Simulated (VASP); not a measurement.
## La: transverse stress against strain

La (dhcp, P6_3/mmc, 33.865 Å³/atom and stress up to 0.25 GPa in the relaxed cell, c along z) under a strain ε along c (axis z), the other axes held. PBEsol in VASP (plane waves, PAW), 480 eV, 18×18×4 Γ-centred mesh, Methfessel-Paxton smearing 0.10 eV; ions are relaxed, or left where forces stay under 0.02 eV/Å, within the symmetry of each cell. Against the start cell, which lies near the measured one, the relaxed cell differs by -9.5 % in volume and -3.8 % in c; the values below rest on it. Stress is positive for a compressed cell.

Here s stands for strain and y for stress xx.

| strain (%) | stress xx (GPa) |
|---|---|
| -3.00 | ? |
| -1.50 | 0.24 |
| -1.00 | 0.18 |
| -0.50 | 0.13 |
| 0.00 | 0.08 |
| 0.50 | 0.03 |
| 1.00 | -0.01 |
| 1.50 | -0.06 |

Question: Fit y against s with a straight line, and predict the withheld value at s = -3.00.

Answer: Means: s 0, y 0.084. About the means, the sum of products is -0.69000 and the sum of squares of s is 7.0000; the slope is their ratio. Least squares gives y = 0.084 - 0.0986·s. Residuals (row less fit): 0.008, -0.003, -0.003, -0.004, -0.005, 0.005, 0.004; standard error 0.006 (degrees of freedom: 5). The slope gives the elastic constant C13 = about 9.9 GPa. At the withheld row, y = 0.084 - 0.0986 × (-3.0) = 0.380 GPa. The calculation gives 0.42 GPa, 0.040 GPa above the prediction (8.3 % of the range of y in the table). The row lies outside the fitted rows, so this is an extrapolation. The scatter of the fitted rows lies at the last printed digit.

A polynomial of degree 2 through the 12 other runs of the series gives 0.41 there, so most of the miss is curvature that the fit leaves out. In a metal these values are sensitive to mesh and smearing; energies are taken to zero smearing, stresses follow the free energy. Rows are the converged runs of the series near zero and its far end, less any whose ions stayed unrelaxed beside relaxed ones; series whose fitted rows scatter by over a few per cent of the range, as at a crossing or softening among them, aren't shown in this form. Most that stay on the fit to the last digits aren't either.
